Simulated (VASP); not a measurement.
# ScIr3 (Pm-3m) in VASP: further runs

The runs below take ScIr3 through single point, with LDA.

Everything below comes from runs of VASP 6.6.1. Logs are shortened: lines on timing, memory, paths and dates and some standing lists are left out, and cuts for length are marked.

## 1. Starting point

The structure is cubic, space group Pm-3m (No. 221). Conventional cell: a = 3.871 Å, b = 3.871 Å, c = 3.871 Å, α = 90.00°, β = 90.00°, γ = 90.00°. Sc (site symmetry m-3m) is surrounded by 12 Ir at 2.74 Å. Ir (site symmetry 4/mmm) is surrounded by 4 Sc at 2.74 Å and 8 Ir at 2.74 Å.

The cell comes from a database or a generator and needn't be the stable form of this composition.

## 2. Single point, LDA

The input, INCAR:

```
SYSTEM = ScIr3
PREC = Accurate
ENCUT = 520
EDIFF = 1E-7
ISMEAR = -1
SIGMA = 0.1
LREAL = .FALSE.
LASPH = .TRUE.
NELM = 100
ALGO = Normal
ISIF = 2
LWAVE = .FALSE.
LCHARG = .TRUE.
GGA = CA
LELF = .TRUE.
LVHAR = .TRUE.
NBANDS = 27
```

The input, KPOINTS:

```
regular mesh
0
G
  10 10 10
  0 0 0
```

The input, POSCAR:

```
ScIr3
1.0
    3.8711539504      0.0000000000      0.0000000000
    0.0000000000      3.8711539504      0.0000000000
    0.0000000000      0.0000000000      3.8711539504
Sc Ir
1 3
Direct
    0.0000000000      0.0000000000      0.0000000000
    0.0000000000      0.5000000000      0.5000000000
    0.5000000000      0.5000000000      0.0000000000
    0.5000000000      0.0000000000      0.5000000000
```

Potentials or basis: VASP PAW LDA potentials, release 64 (Sc_sv, Ir).

Command:

```bash
cat potpaw_LDA.64/Sc_sv/POTCAR potpaw_LDA.64/Ir/POTCAR > POTCAR
mpirun -np 1 vasp_std > vasp.out
```

OUTCAR:

```text
SYSTEM = ScIr3
   PREC = Accurate
   ENCUT = 520
   EDIFF = 1E-7
   ISMEAR = -1
   LREAL = .FALSE.
   LASPH = .TRUE.
   NELM = 100
   ISIF = 2
   GGA = CA

 ion  position               nearest neighbor table
   1  0.000  0.000  0.000-   2 2.74   3 2.74   4 2.74   2 2.74   4 2.74   2 2.74   3 2.74   2 2.74
                             3 2.74   4 2.74   4 2.74   3 2.74
   2  0.000  0.500  0.500-   1 2.74   3 2.74   4 2.74   1 2.74   3 2.74   1 2.74   4 2.74   1 2.74
                             3 2.74   4 2.74   3 2.74   4 2.74
   3  0.500  0.500  0.000-   1 2.74   2 2.74   4 2.74   2 2.74   4 2.74   1 2.74   4 2.74   4 2.74
                             1 2.74   2 2.74   2 2.74   1 2.74
   4  0.500  0.000  0.500-   1 2.74   2 2.74   3 2.74   1 2.74   3 2.74   2 2.74   3 2.74   3 2.74
                             1 2.74   2 2.74   1 2.74   2 2.74

  LATTYP: Found a simple cubic cell.
 ALAT       =     3.8711539504

  Lattice vectors:

 A1 = (   3.8711539504,   0.0000000000,   0.0000000000)
 A2 = (   0.0000000000,   3.8711539504,   0.0000000000)
 A3 = (   0.0000000000,   0.0000000000,   3.8711539504)

Analysis of symmetry for initial positions (statically):
=====================================================================
 Subroutine PRICEL returns:
 Original cell was already a primitive cell.

 Routine SETGRP: Setting up the symmetry group for a
 simple cubic supercell.

 Subroutine GETGRP returns: Found 48 space group operations
 (whereof 48 operations were pure point group operations)
 out of a pool of 48 trial point group operations.

The static configuration has the point symmetry O_h .

Analysis of symmetry for dynamics (positions and initial velocities):
=====================================================================
 Subroutine PRICEL returns:
 Original cell was already a primitive cell.

 Routine SETGRP: Setting up the symmetry group for a
 simple cubic supercell.

 Subroutine GETGRP returns: Found 48 space group operations
 (whereof 48 operations were pure point group operations)
 out of a pool of 48 trial point group operations.

The dynamic configuration has the point symmetry O_h .

 Subroutine INISYM returns: Found 48 space group operations
 (whereof 48 operations are pure point group operations),
 and found     1 'primitive' translations

----------------------------------------------------------------------------------------

                                     Primitive cell

  volume of cell :      58.0125
[... 93 lines left out ...]
   EDIFF  = 0.1E-06   stopping-criterion for ELM
   LREAL  =      F    real-space projection
   EDIFFG = 0.1E-05   stopping-criterion for IOM
   NSW    =      0    number of steps for IOM
   IBRION =     -1    ionic relax: 0-MD 1-quasi-New 2-CG
   NFREE  =      0    steps in history (QN), initial steepest desc. (CG)
   ISIF   =      2    stress and relaxation
   ISYM   =      2    0-nonsym 1-usesym 2-fastsym
   POTIM  = 0.5000    time-step for ionic-motion
   TEBEG  =    0.0;   TEEND  =   0.0 temperature during run
   PSTRESS=    0.0 pullay stress
   NELECT =      38.0000    total number of electrons
   NUPDOWN=      -1.0000    fix difference up-down
   EMIN   =  10.00;   EMAX   =-10.00  energy-range for DOS
   EFERMI =   0.00;   METHOD = LEGACY
   ISMEAR =    -1;   SIGMA  =   0.10  broadening in eV -4-tet -1-fermi 0-gaus
   EFERMI_NEDOS =   21; number of points for ismear=-14 and -15
   IALGO  =     38    algorithm
   IMIX   =      4    mixing-type and parameters
     AMIX     =   0.40;   BMIX     =  1.00
     AMIX_MAG =   1.60;   BMIX_MAG =  1.00
  volume/ion in A,a.u.               =      14.50        97.87
  Fermi-wavevector in a.u.,A,eV,Ry     =   1.421769  2.686753 27.503170  2.021426
  Thomas-Fermi vector in A             =   2.542543
   LORBIT       =      0    0 simple, 1 ext, 2 COOP (PROOUT), +10 PAW based schemes
   GGA     = CA    functional components
   LHFCALC =     F    Hartree Fock is set to
   AEXX    =    0.0000 exact exchange contribution
   IVDW    =     0    specifies the selected vdW correction
   LEPSILON=     F    determine dielectric tensor
   LRPA    =     F    only Hartree local field effects (RPA)
 non-spin polarized calculation
  energy-cutoff  :      520.00
  volume of cell :       58.01
 maximum number of plane-waves:      1596
 NGX is ok and might be reduce to    30
   NGX = 15   NGY = 15   NGZ = 15

 number of electron      37.9999989 magnetization

 Free energy of the ion-electron system (eV)
  ---------------------------------------------------
  ext. energy  EPLUGINS =         0.00000000
  ---------------------------------------------------
  free energy    TOTEN  =       -40.30126396 eV

  energy without entropy =      -40.17564654  energy(sigma->0) =      -40.23845525

 E-fermi :   8.5958     XC(G=0): -13.6347

 val. band max:        8.5937853680   @ k =   0.5000   0.3000   0.3000
 cond. band min:       8.6104073042   @ k =   0.3000   0.0000   0.0000
 fundamental gap:      0.0166219362
 Fermi energy:         8.5958271014

 k-point     1 :       0.0000    0.0000    0.0000
  band No.  band energies     occupation
      1     -38.8871      2.00000
      2     -17.9590      2.00000
      3     -17.9590      2.00000
      4     -17.9590      2.00000
      5      -0.6990      2.00000
      6       2.1394      2.00000
[... 709 lines left out ...]
     26      13.7080      0.00000
     27      16.0999      0.00000

 [... further k-points ...]

------------------------ aborting loop because EDIFF is reached ----------------------------------------

  FORCE on cell =-STRESS in cart. coord.  units (eV):
  Direction    XX          YY          ZZ          XY          YZ          ZX
  --------------------------------------------------------------------------------------
  -------------------------------------------------------------------------------------
  Total        0.6532959      0.6532959      0.6532959      0.0000000     -0.0000000      0.0000000
  in kB       18.0426019     18.0426019     18.0426019      0.0000000     -0.0000000      0.0000000
  external PRESSURE =      18.0426019 kB  Pullay stress =       0.0000000 kB

 VOLUME and BASIS-vectors are now :
 -----------------------------------------------------------------------------
  energy-cutoff  :      520.00
  volume of cell :       58.01
      direct lattice vectors                 reciprocal lattice vectors
     3.871153950  0.000000000  0.000000000     0.258320907  0.000000000  0.000000000
     0.000000000  3.871153950  0.000000000     0.000000000  0.258320907  0.000000000
     0.000000000  0.000000000  3.871153950     0.000000000  0.000000000  0.258320907

 POSITION                                       TOTAL-FORCE (eV/Angst)
 -----------------------------------------------------------------------------------
      0.00000      0.00000      0.00000         0.000000      0.000000      0.000000
      0.00000      1.93558      1.93558         0.000000      0.000000      0.000000
      1.93558      1.93558      0.00000         0.000000      0.000000      0.000000
      1.93558      0.00000      1.93558         0.000000      0.000000      0.000000
 -----------------------------------------------------------------------------------
    total drift:                                0.000000      0.000000     -0.000000

  FREE ENERGIE OF THE ION-ELECTRON SYSTEM (eV)
  ---------------------------------------------------
  free  energy   TOTEN  =       -40.3012639637 eV

  energy  without entropy=      -40.1756465448  energy(sigma->0) =      -40.23845525
```

OSZICAR:

```text
N       E                     dE             d eps       ncg     rms          rms(c)
DAV:   1     0.407606590697E+03    0.40761E+03   -0.16746E+04  3024   0.153E+03
DAV:   2    -0.793758102970E+01   -0.41554E+03   -0.40274E+03  3024   0.476E+02
DAV:   3    -0.409573566612E+02   -0.33020E+02   -0.30551E+02  4640   0.136E+02
DAV:   4    -0.427205616480E+02   -0.17632E+01   -0.17269E+01  4661   0.374E+01
DAV:   5    -0.427426105763E+02   -0.22049E-01   -0.22007E-01  4040   0.318E+00    0.254E+01
DAV:   6    -0.407013027541E+02    0.20413E+01   -0.45582E+00  3451   0.193E+01    0.860E+00
DAV:   7    -0.403853825113E+02    0.31592E+00   -0.15566E+00  4858   0.168E+01    0.318E+00
DAV:   8    -0.403139995362E+02    0.71383E-01   -0.23051E-01  4928   0.502E+00    0.123E+00
DAV:   9    -0.403035218718E+02    0.10478E-01   -0.94411E-03  4863   0.912E-01    0.544E-01
DAV:  10    -0.403012595749E+02    0.22623E-02   -0.25392E-03  3917   0.649E-01    0.682E-02
DAV:  11    -0.403012623372E+02   -0.27623E-05   -0.12677E-04  3914   0.111E-01    0.291E-02
DAV:  12    -0.403012640242E+02   -0.16870E-05   -0.64061E-06  4609   0.230E-02    0.768E-03
DAV:  13    -0.403012639637E+02    0.60501E-07   -0.25564E-07  3727   0.592E-03
   1 F= -.40301264E+02 E0= -.40238455E+02  d E =-.125617E+00
```

stdout:

```text
POSCAR found type information on POSCAR ScIr
 POSCAR found :  2 types and       4 ions
 scaLAPACK will be used
 LDA part: xc-table for (Slater(with rela. corr.)+CA(PZ))
 , standard interpolation
 POSCAR, INCAR and KPOINTS ok, starting setup
 FFT: planning ... GRIDC
 FFT: planning ... GRID_SOFT
 FFT: planning ... GRID
 WAVECAR not read
 entering main loop
```

It took 51 s on 1 thread of AMD EPYC 9R45 (Zen 5), shared host; peak memory 0.18 GiB.

Results:

| Quantity | Value |
| --- | --- |
| Free energy | -40.3013 eV |
| Pressure | 1.8 GPa |
| Band gap on the k mesh | none (metal or under the smearing width) |

## 3. Single point, LDA

The input, INCAR:

```
  PREC = Accurate
  ENCUT = 520
  EDIFF = 1E-6
  ISMEAR = -1
  SIGMA = 0.1
  LREAL = F
  LASPH = T
  NELM = 100
  ALGO = Normal
  ISIF = 2
  LWAVE = F
  LCHARG = T
  GGA = CA
  LELF = T
  LVHAR = T
  NBANDS = 27
```

The input, KPOINTS:

```
regular mesh
0
Gamma
  10 10 10
```

POSCAR is that of step 2.

Potentials or basis: VASP PAW LDA potentials, release 64 (Sc_sv, Ir).

Command:

```bash
cat potpaw_LDA.64/Sc_sv/POTCAR potpaw_LDA.64/Ir/POTCAR > POTCAR
mpirun -np 1 vasp_std > vasp.out
```

Wall time 41 s (1 thread of AMD EPYC 9R45 (Zen 5), shared host); peak memory 0.18 GiB.

It converged, with:

- Free energy: -40.3013 eV
- Pressure: 1.8 GPa
- Band gap on the k mesh: none (metal or under the smearing width)

Levels at points of the mesh, in eV from the Fermi level:
```
           k point  band 15  band 16  band 17  band 18  band 19  band 20  band 21  band 22  band 23  band 24
(0.00, 0.00, 0.00)     0.16     0.16     1.57     2.11     2.11     2.11     3.13     3.13     3.13     4.58
(0.50, 0.00, 0.00)    -2.07    -1.77    -1.01    -0.97    -0.97     0.49     2.12     2.44     2.44     3.47
(0.50, 0.50, 0.00)    -2.69    -1.65    -1.61    -1.61    -0.71    -0.66    -0.44     3.10     3.10     3.48
(0.50, 0.50, 0.50)    -1.23    -1.23    -0.09     0.98     0.98     0.98     1.57     1.57     1.57     4.04
```
